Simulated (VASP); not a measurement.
Nb:

```
Nb
1.0
    -1.66395    1.66395    1.66395
     1.66395   -1.66395    1.66395
     1.66395    1.66395   -1.66395
Nb
1
Direct
  0.00000 0.00000 0.00000
```

| Item | Value |
| --- | --- |
| Program | VASP 6.6.1 |
| Task | relaxation of cell and atoms |
| Functional | r2SCAN |
| Potentials or basis | VASP PAW PBE potentials, release 64 (Nb_sv) |
| Cutoff | 600 eV |
| k mesh | 16 × 16 × 16 |
| Occupations | methfessel-paxton, width 0.1 eV |
| Spin | no spin polarisation |

At the start: pressure -4.1 GPa; volume 18.43 Å³/atom.

Problem. Where does the relaxation end?

Solution. Over 3 steps the energy falls by 5.9 meV/atom and the volume is 17.99 Å³/atom (-2.4 %); space group Im-3m (No. 229, to 0.05 Å).

The path:
```
step  energy change (eV)  largest force (eV/Å)  pressure (GPa)  volume (Å³)
   1              0.0000                0.0000           -4.14        18.43
   2              0.0145                0.0000            8.52        17.19
   3             -0.0059                0.0000           -0.06        17.99
```

Final structure:
```
Nb
1.0
    -1.65052    1.65052    1.65052
     1.65052   -1.65052    1.65052
     1.65052    1.65052   -1.65052
Nb
1
Direct
  0.00000 0.00000 0.00000
```

Caveat: the PAW data sets were made with another functional, which shifts forces and pressure a little.
